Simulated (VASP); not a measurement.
# Ba2Tl5V3O12 (P-3m1) in VASP: settings compared

One crystal, Ba2Tl5V3O12, is run at these levels: PBE, PBE+TS; tasks: electrostatic potential, atomic charges.

Program: VASP 6.6.1. These are calculated values, not measurements. Logs are shortened: lines on timing, memory, paths and dates and some standing lists are left out, and cuts for length are marked.

## Step 1: The structure

Symmetry: P-3m1, No. 164, trigonal system. Conventional cell: a = 8.154 Å, b = 8.154 Å, c = 6.921 Å, α = 90.00°, β = 90.00°, γ = 120.00°. Around Ba (site symmetry 3m) lie 6 O at 2.80 Å. Around V (site symmetry 2/m) lie 4 O at 1.82 Å. Tl (site symmetry 2/m) is surrounded by 4 O at 2.53 Å. Tl (site symmetry 3m) has 6 O at 2.73 Å and 3 V at 2.82 Å and 3 Tl at 3.03 Å as nearest neighbours. Around O (site symmetry 1) lie 1 V at 1.82 Å.

The cell was built by a generator and needn't be a form met in nature.

## Step 2: Electrostatic potential, PBE, collinear spin, ferromagnetic start

Input file INCAR:

```
PREC     = Accurate       # precision mode
ENCUT    = 520            # plane-wave cutoff, eV
EDIFF    = 1E-6           # SCF threshold, eV
ISMEAR   = -1             # smearing method
SIGMA    = 0.05           # smearing width, eV
LREAL    = F              # projectors in reciprocal space
LASPH    = T              # aspherical terms in the spheres
NELM     = 120            # most SCF steps
ALGO     = Normal         # electronic algorithm
ISIF     = 2              # what is computed and relaxed
LWAVE    = F              # write WAVECAR
LCHARG   = T              # write CHGCAR
ISPIN    = 2              # spin polarisation
MAGMOM   = 0 0 2 2 2 0 0 0 0 0 0 0 0 0 0 0 0 0 0 0 0 0 # initial moments
LORBIT   = 11             # projections on sites
LMAXMIX  = 4              # l up to which the mixer works
GGA      = PE             # functional
LVHAR    = T            
KPAR     = 4
```

Input file KPOINTS:

```
Automatic mesh
0
Gamma
  4 4 4
```

Input file POSCAR:

```
Ba2Tl5V3O12
1.0
    8.1542100000      0.0000000000      0.0000000000
   -4.0771100000      7.0617600000      0.0000000000
    0.0000000000      0.0000000000      6.9212800000
Ba V Tl O
2 3 5 12
Direct
    0.0000000000      0.0000000000      0.2355200000
    0.0000000000      0.0000000000      0.7644800000
    0.5000000000      0.0000000000      0.0000000000
    0.0000000000      0.5000000000      0.0000000000
    0.5000000000      0.5000000000      0.0000000000
    0.5000000000      0.0000000000      0.5000000000
    0.0000000000      0.5000000000      0.5000000000
    0.5000000000      0.5000000000      0.5000000000
    0.3333300000      0.6666700000      0.2248900000
    0.6666700000      0.3333300000      0.7751100000
    0.3389000000      0.3433400000      0.8144400000
    0.6566600000      0.9955600000      0.8144400000
    0.0044400000      0.6611000000      0.8144400000
    0.3433400000      0.3389000000      0.1855600000
    0.9955600000      0.6566600000      0.1855600000
    0.6611000000      0.0044400000      0.1855600000
    0.6611000000      0.6566600000      0.1855600000
    0.3433400000      0.0044400000      0.1855600000
    0.9955600000      0.3389000000      0.1855600000
    0.6566600000      0.6611000000      0.8144400000
    0.0044400000      0.3433400000      0.8144400000
    0.3389000000      0.9955600000      0.8144400000
```

Potentials or basis: VASP PAW PBE potentials, release 64 (Ba_sv, V_sv, Tl_d, O).

On the command line:

```
> cat potpaw_PBE.64/Ba_sv/POTCAR potpaw_PBE.64/V_sv/POTCAR potpaw_PBE.64/Tl_d/POTCAR potpaw_PBE.64/O/POTCAR > POTCAR
> mpirun -np 4 vasp_std > vasp.out
```

OUTCAR:

```text
PREC = Accurate
   ENCUT = 520
   EDIFF = 1E-6
   ISMEAR = -1
   LREAL = F
   LASPH = T
   NELM = 120
   ISIF = 2
   ISPIN = 2
   LORBIT = 11
   GGA = PE

 ion  position               nearest neighbor table
   1  0.000  0.000  0.236-  18 2.80  16 2.80  14 2.80  17 2.80  19 2.80  15 2.80   2 3.26   2 3.66

   2  0.000  0.000  0.764-  12 2.80  22 2.80  20 2.80  11 2.80  13 2.80  21 2.80   1 3.26   1 3.66

   3  0.500  0.000  0.000-  16 1.82  22 1.82  18 1.82  12 1.82   9 2.82  10 2.82   6 3.46   6 3.46
[... 13 lines left out ...]
  10  0.667  0.333  0.775-  21 2.73  12 2.73  13 2.73  22 2.73  11 2.73  20 2.73   4 2.82   3 2.82
                             5 2.82   7 3.03   6 3.03   8 3.03
  11  0.339  0.343  0.814-   5 1.82   8 2.53  10 2.73   2 2.80
  12  0.657  0.996  0.814-   3 1.82   6 2.53  10 2.73   2 2.80
  13  0.004  0.661  0.814-   4 1.82   7 2.53  10 2.73   2 2.80
  14  0.343  0.339  0.186-   5 1.82   8 2.53   9 2.73   1 2.80
  15  0.996  0.657  0.186-   4 1.82   7 2.53   9 2.73   1 2.80
  16  0.661  0.004  0.186-   3 1.82   6 2.53   9 2.73   1 2.80
  17  0.661  0.657  0.186-   5 1.82   8 2.53   9 2.73   1 2.80
  18  0.343  0.004  0.186-   3 1.82   6 2.53   9 2.73   1 2.80
  19  0.996  0.339  0.186-   4 1.82   7 2.53   9 2.73   1 2.80
  20  0.657  0.661  0.814-   5 1.82   8 2.53  10 2.73   2 2.80
  21  0.004  0.343  0.814-   4 1.82   7 2.53  10 2.73   2 2.80
  22  0.339  0.996  0.814-   3 1.82   6 2.53  10 2.73   2 2.80

  LATTYP: Found a hexagonal cell.
 ALAT       =     8.1542100000
 C/A-ratio  =     0.8487983508

  Lattice vectors:

 A1 = (   8.1542100000,   0.0000000000,   0.0000000000)
 A2 = (  -4.0771100000,   7.0617600000,   0.0000000000)
 A3 = (   0.0000000000,   0.0000000000,   6.9212800000)

Analysis of symmetry for initial positions (statically):
=====================================================================
 Subroutine PRICEL returns:
 Original cell was already a primitive cell.

 Routine SETGRP: Setting up the symmetry group for a
 hexagonal supercell.

 Subroutine GETGRP returns: Found  4 space group operations
 (whereof  4 operations were pure point group operations)
 out of a pool of 24 trial point group operations.

The static configuration has the point symmetry C_2h.

Analysis of symmetry for dynamics (positions and initial velocities):
=====================================================================
 Subroutine PRICEL returns:
 Original cell was already a primitive cell.

 Routine SETGRP: Setting up the symmetry group for a
 hexagonal supercell.

 Subroutine GETGRP returns: Found  4 space group operations
 (whereof  4 operations were pure point group operations)
 out of a pool of 24 trial point group operations.

The dynamic configuration has the point symmetry C_2h.

Analysis of structural, dynamic, and magnetic symmetry:
=====================================================================
 Subroutine PRICEL returns:
 Original cell was already a primitive cell.

 Routine SETGRP: Setting up the symmetry group for a
 hexagonal supercell.

 Subroutine GETGRP returns: Found  4 space group operations
 (whereof  4 operations were pure point group operations)
 out of a pool of 24 trial point group operations.

The overall configuration has the point symmetry C_2h.

 Subroutine INISYM returns: Found  4 space group operations
 (whereof  4 operations are pure point group operations),
 and found     1 'primitive' translations

----------------------------------------------------------------------------------------

                                     Primitive cell

  volume of cell :     398.5486

  direct lattice vectors                    reciprocal lattice vectors
     8.154210000  0.000000000  0.000000000     0.122636037  0.070803966  0.000000000
    -4.077110000  7.061760000  0.000000000     0.000000000  0.141607758  0.000000000
     0.000000000  0.000000000  6.921280000     0.000000000  0.000000000  0.144481946

  length of vectors
     8.154210000  8.154218555  6.921280000     0.141607906  0.141607758  0.144481946

  position of ions in fractional coordinates (direct lattice)
     0.000000000  0.000000000  0.235520000
     0.000000000  0.000000000  0.764480000
     0.500000000  0.000000000  0.000000000
     0.000000000  0.500000000  0.000000000
     0.500000000  0.500000000  0.000000000
     0.500000000  0.000000000  0.500000000
[... 56 lines left out ...]

  Length of vectors
     0.035401977  0.035401939  0.036120486

  Shift w.r.t. Gamma in fractional coordinates (k-lattice)
     0.000000000  0.000000000  0.000000000

 Subroutine IBZKPT returns following result:
 ===========================================

 Found     24 irreducible k-points:

 Following reciprocal coordinates:
            Coordinates               Weight
  0.000000  0.000000  0.000000      1.000000
  0.250000  0.000000  0.000000      4.000000
 -0.250000  0.250000  0.000000      2.000000
  0.500000  0.000000  0.000000      2.000000
[... 25 lines left out ...]
   EDIFFG = 0.1E-04   stopping-criterion for IOM
   NSW    =      0    number of steps for IOM
   IBRION =     -1    ionic relax: 0-MD 1-quasi-New 2-CG
   NFREE  =      0    steps in history (QN), initial steepest desc. (CG)
   ISIF   =      2    stress and relaxation
   ISYM   =      2    0-nonsym 1-usesym 2-fastsym
   POTIM  = 0.5000    time-step for ionic-motion
   TEBEG  =    0.0;   TEEND  =   0.0 temperature during run
   PSTRESS=    0.0 pullay stress
   NELECT =     196.0000    total number of electrons
   NUPDOWN=      -1.0000    fix difference up-down
   EMIN   =  10.00;   EMAX   =-10.00  energy-range for DOS
   EFERMI =   0.00;   METHOD = LEGACY
   ISMEAR =    -1;   SIGMA  =   0.05  broadening in eV -4-tet -1-fermi 0-gaus
   EFERMI_NEDOS =   21; number of points for ismear=-14 and -15
   IALGO  =     38    algorithm
   IMIX   =      4    mixing-type and parameters
     AMIX     =   0.40;   BMIX     =  1.00
     AMIX_MAG =   1.60;   BMIX_MAG =  1.00
  volume/ion in A,a.u.               =      18.12       122.25
  Fermi-wavevector in a.u.,A,eV,Ry     =   1.292210  2.441923 22.719099  1.669807
  Thomas-Fermi vector in A             =   2.423932
   LORBIT       =     11    0 simple, 1 ext, 2 COOP (PROOUT), +10 PAW based schemes
   GGA     = PE    functional components
   LHFCALC =     F    Hartree Fock is set to
   AEXX    =    0.0000 exact exchange contribution
   IVDW    =     0    specifies the selected vdW correction
   LEPSILON=     F    determine dielectric tensor
   LRPA    =     F    only Hartree local field effects (RPA)
 spin polarized calculation
  energy-cutoff  :      520.00
  volume of cell :      398.55
 maximum number of plane-waves:     10790
 NGX is ok and might be reduce to    64
   NGX = 31   NGY = 31   NGZ = 25

 number of electron     196.0000014 magnetization      -0.0019202

 number of electron     196.0000014 magnetization       0.0000328

 Free energy of the ion-electron system (eV)
  ---------------------------------------------------
  ext. energy  EPLUGINS =         0.00000000
  ---------------------------------------------------
  free energy    TOTEN  =      -127.72723208 eV

  energy without entropy =     -127.67856921  energy(sigma->0) =     -127.70290064

 E-fermi :   3.3841     XC(G=0):  -9.6575

 val. band max:        3.3395024257   @ k =   0.2500  -0.2500   0.2500
 cond. band min:       3.4813255784   @ k =   0.5000   0.0000   0.2500
 fundamental gap:      0.1418231527
 Fermi energy:         3.3841065800

 spin component 1

 k-point     1 :       0.0000    0.0000    0.0000
  band No.  band energies     occupation
      1     -61.3374      1.00000
      2     -61.3372      1.00000
      3     -61.3372      1.00000
      4     -35.2717      1.00000
      5     -35.2679      1.00000
      6     -35.2679      1.00000
[... 2701 lines left out ...]
    109       5.6428      0.00000
    110       5.6764      0.00000
 Fermi energy:         3.3841065800

 spin component 2

 k-point     1 :       0.0000    0.0000    0.0000
  band No.  band energies     occupation
      1     -61.3374      1.00000
      2     -61.3372      1.00000
      3     -61.3372      1.00000
      4     -35.2717      1.00000
      5     -35.2679      1.00000
      6     -35.2679      1.00000
[... 2701 lines left out ...]
    109       5.6428      0.00000
    110       5.6763      0.00000
 [bands above 110 left out]

------------------------ aborting loop because EDIFF is reached ----------------------------------------

  FORCE on cell =-STRESS in cart. coord.  units (eV):
  Direction    XX          YY          ZZ          XY          YZ          ZX
  --------------------------------------------------------------------------------------
  -------------------------------------------------------------------------------------
  Total        1.2909578      1.2923966      2.9366034      0.0012429     -0.0000721      0.0001248
  in kB        5.1896893      5.1954734     11.8052346      0.0049966     -0.0002898      0.0005016
  external PRESSURE =       7.3967991 kB  Pullay stress =       0.0000000 kB

 VOLUME and BASIS-vectors are now :
 -----------------------------------------------------------------------------
  energy-cutoff  :      520.00
  volume of cell :      398.55
      direct lattice vectors                 reciprocal lattice vectors
     8.154210000  0.000000000  0.000000000     0.122636037  0.070803966  0.000000000
    -4.077110000  7.061760000  0.000000000     0.000000000  0.141607758  0.000000000
     0.000000000  0.000000000  6.921280000     0.000000000  0.000000000  0.144481946

 POSITION                                       TOTAL-FORCE (eV/Angst)
 -----------------------------------------------------------------------------------
      0.00000      0.00000      1.63010        -0.000008      0.000005      0.109130
      0.00000      0.00000      5.29118         0.000008     -0.000005     -0.109130
      4.07711      0.00000      0.00000         0.000000      0.000000      0.000000
     -2.03856      3.53088      0.00000         0.000000      0.000000      0.000000
      2.03855      3.53088      0.00000         0.000000      0.000000      0.000000
      4.07711      0.00000      3.46064        -0.000000      0.000000      0.000000
     -2.03856      3.53088      3.46064         0.000000      0.000000      0.000000
      2.03855      3.53088      3.46064        -0.000000      0.000000      0.000000
     -0.00004      4.70786      1.55653         0.000210     -0.000121     -0.008881
      4.07714      2.35390      5.36475        -0.000210      0.000121      0.008881
      1.36363      2.42458      5.63697         0.029066     -0.004673     -0.021056
      1.29554      7.03041      5.63697        -0.010397      0.027467     -0.021095
     -2.65917      4.66853      5.63697        -0.018551     -0.022788     -0.021066
      1.41793      2.39323      1.28431        -0.018580      0.022836      0.021056
      5.44073      4.63718      1.2843
```

Run time: 15 min. Hardware: 4 MPI ranks of Intel Xeon 6975P-C (Granite Rapids), shared host; peak memory 1.8 GiB.

Results:

```
Free energy                                           : -127.7272 eV
Pressure                                              : 0.7 GPa
Largest force                                         : 0.109 eV/Å
Band gap on the k mesh                                : none (metal or under the smearing width)
Net moment                                            : 0.00 μB per cell
Valence electrons inside the program's atomic spheres : Ba 7.85; V 11.67; Tl 11.13, 11.25; O 4.93
```

Forces in eV/Å, atoms in the order of the input:
```
Ba   0.000  0.000  0.109
Ba   0.000  0.000 -0.109
V    0.000  0.000  0.000
V    0.000  0.000  0.000
V    0.000  0.000  0.000
Tl   0.000  0.000  0.000
Tl   0.000  0.000  0.000
Tl   0.000  0.000  0.000
Tl   0.000  0.000 -0.009
Tl   0.000  0.000  0.009
O    0.029 -0.005 -0.021
O   -0.010  0.027 -0.021
O   -0.019 -0.023 -0.021
O   -0.019  0.023  0.021
O    0.029  0.005  0.021
O   -0.010 -0.027  0.021
O   -0.029  0.005  0.021
O    0.010 -0.027  0.021
O    0.019  0.023  0.021
O    0.019 -0.023 -0.021
O   -0.029 -0.005 -0.021
O    0.010  0.027 -0.021
```

Caveat: semilocal functionals often make such compounds metallic where correlation or magnetic order opens a gap, which also shifts bond lengths.

## Step 3: Atomic charges, PBE+TS, collinear spin, ferromagnetic start

Input file INCAR:

```
SYSTEM = Ba2Tl5V3O12
PREC = Accurate
ENCUT = 520
EDIFF = 1E-6
ISMEAR = -1
SIGMA = 0.05
LREAL = .FALSE.
LASPH = .TRUE.
NELM = 120
ALGO = Normal
ISIF = 2
LWAVE = .FALSE.
LCHARG = .FALSE.
ISPIN = 2
MAGMOM = 0 0 2 2 2 0 0 0 0 0 0 0 0 0 0 0 0 0 0 0 0 0
LORBIT = 10
LMAXMIX = 4
GGA = PE
IVDW = 2
KPAR = 4
```

Input file KPOINTS:

```
regular mesh
0
G
  4 4 4
  0 0 0
```

POSCAR is that of step 2.

Potentials or basis: VASP PAW PBE potentials, release 64 (Ba_sv, V_sv, Tl_d, O).

On the command line:

```
> cat potpaw_PBE.64/Ba_sv/POTCAR potpaw_PBE.64/V_sv/POTCAR potpaw_PBE.64/Tl_d/POTCAR potpaw_PBE.64/O/POTCAR > POTCAR
> mpirun -np 4 vasp_std > vasp.out
```

It took 13 min on 4 MPI ranks of Intel Xeon 6975P-C (Granite Rapids), shared host; peak memory 1.7 GiB.

It converged, with:

```yaml
Free_energy: -135.0405 eV
Pressure: -1.8 GPa
Largest_force: 0.371 eV/Å
Band_gap_on_the_k_mesh: none (metal or under the smearing width)
Net_moment: 0.00 μB per cell
Valence_electrons_inside_the_program's_atomic_spheres: Ba 7.85; V 11.67; Tl 11.13, 11.25; O 4.93
Hirshfeld_charges: Ba +0.46; V +0.56; Tl +0.37, +0.24; O -0.35 e
Dispersion_energy_per_atom: -0.332 eV
```

Forces on the atoms (eV/Å):
```
Ba   0.000  0.000  0.371
Ba   0.000  0.000 -0.371
V    0.000  0.000  0.000
V    0.000  0.000  0.000
V    0.000  0.000  0.000
Tl   0.000  0.000  0.000
Tl   0.000  0.000  0.000
Tl   0.000  0.000  0.000
Tl   0.000  0.000 -0.108
Tl   0.000  0.000  0.108
O    0.023  0.015 -0.028
O   -0.024  0.013 -0.028
O    0.001 -0.027 -0.028
O    0.001  0.028  0.028
O    0.023 -0.014  0.028
O   -0.024 -0.013  0.028
O   -0.023 -0.015  0.028
O    0.024 -0.013  0.028
O   -0.001  0.027  0.028
O   -0.001 -0.028 -0.028
O   -0.023  0.014 -0.028
O    0.024  0.013 -0.028
```

Stress tensor (GPa, compression positive):
```
-1.98  0.00  0.00
 0.00 -1.98  0.00
 0.00  0.00 -1.51
```

Levels at points of the mesh, in eV from the Fermi level:
Spin up:
| k point | band 95 | band 96 | band 97 | band 98 | band 99 | band 100 | band 101 | band 102 |
| --- | --- | --- | --- | --- | --- | --- | --- | --- |
| (0.00, 0.00, 0.00) | -0.48 | -0.48 | -0.36 | -0.12 | 0.18 | 0.76 | 0.76 | 0.90 |
| (0.50, 0.00, 0.00) | -0.76 | -0.55 | -0.31 | -0.30 | -0.22 | 0.55 | 0.74 | 0.87 |
| (0.50, 0.50, 0.00) | -0.76 | -0.55 | -0.31 | -0.30 | -0.22 | 0.55 | 0.74 | 0.87 |
| (0.00, 0.00, 0.50) | -0.57 | -0.34 | 0.30 | 0.74 | 0.74 | 0.75 | 0.75 | 1.57 |
| (0.50, 0.00, 0.50) | -0.70 | -0.51 | -0.12 | 0.71 | 0.73 | 0.78 | 1.06 | 1.71 |
| (0.50, 0.50, 0.50) | -0.70 | -0.51 | -0.12 | 0.71 | 0.73 | 0.78 | 1.06 | 1.71 |
Spin down:
| k point | band 94 | band 95 | band 96 | band 97 | band 98 | band 99 | band 100 | band 101 | band 102 | band 103 |
| --- | --- | --- | --- | --- | --- | --- | --- | --- | --- | --- |
| (0.00, 0.00, 0.00) | -0.69 | -0.48 | -0.48 | -0.36 | -0.12 | 0.18 | 0.76 | 0.76 | 0.90 | 1.44 |
| (0.50, 0.00, 0.00) | -0.82 | -0.76 | -0.55 | -0.31 | -0.30 | -0.22 | 0.55 | 0.74 | 0.87 | 1.76 |
| (0.50, 0.50, 0.00) | -0.82 | -0.76 | -0.55 | -0.31 | -0.30 | -0.22 | 0.55 | 0.74 | 0.87 | 1.76 |
| (0.00, 0.00, 0.50) | -0.65 | -0.57 | -0.34 | 0.30 | 0.74 | 0.74 | 0.75 | 0.75 | 1.57 | 1.79 |
| (0.50, 0.00, 0.50) | -0.75 | -0.70 | -0.51 | -0.12 | 0.71 | 0.73 | 0.78 | 1.06 | 1.71 | 1.86 |
| (0.50, 0.50, 0.50) | -0.75 | -0.70 | -0.51 | -0.12 | 0.71 | 0.73 | 0.78 | 1.06 | 1.71 | 1.86 |

Caveat: atom-pairwise D2, TS and ULG terms overbind metals; semilocal functionals often make such compounds metallic where correlation or magnetic order opens a gap, which also shifts bond lengths; pairwise dispersion overbinds metals, which lowers pressure and volume. With open d or f shells a metallic result of PBE can be an artefact of self-interaction; +U or a hybrid may open a gap.

## Step 4: The reference run

An earlier run on the cell as given: functional PBE; potentials or basis VASP PAW PBE potentials, release 64 (Ba_sv, V_sv, Tl_d, O); cutoff 520 eV; k mesh 4 × 4 × 4; occupations fermi-dirac, width 0.05 eV; collinear spin, ferromagnetic start; starting moments [0.0, 0.0, 2.0, 2.0, 2.0, 0.0, 0.0, 0.0, 0.0, 0.0, 0.0, 0.0, 0.0, 0.0, 0.0, 0.0, 0.0, 0.0, 0.0, 0.0, 0.0, 0.0] μB.

* Pressure: 0.7 GPa
* Largest force: 0.109 eV/Å
* Band gap on the k mesh: none (metal or under the smearing width)
* Net moment: 0.00 μB per cell
* Valence electrons inside the program's atomic spheres: Ba 7.85; V 11.67; Tl 11.13, 11.25; O 4.93

## Step 5: Overview

```tsv
task	level	gap on the mesh (eV)	pressure (GPa)	moment (μB)	largest force (eV/Å)
electrostatic potential	PBE	none	0.7	0.00	0.11
atomic charges	PBE+TS	none	-1.8	0.00	0.37
single point	PBE	none	0.7	0.00	0.11
```

Alike in all rows: potentials or basis VASP PAW PBE potentials, release 64 (Ba_sv, V_sv, Tl_d, O); spin collinear, ferromagnetic start; cell as given; k mesh 4 × 4 × 4; cutoff (eV) 520; smearing fermi-dirac 0.05 eV.

Every run on the cell as given and a fine mesh finds a metal. The pressure there spans -1.8 GPa (PBE+TS) to 0.7 GPa (PBE); a positive pressure means that this level wants a larger cell, a negative one a smaller.

Caveats: semilocal functionals often make such compounds metallic where correlation or magnetic order opens a gap, which also shifts bond lengths; atom-pairwise D2, TS and ULG terms overbind metals (some runs); pairwise dispersion overbinds metals, which lowers pressure and volume (some runs).

Total energies depend on the potentials used, so only differences within one code and one set of settings carry meaning.
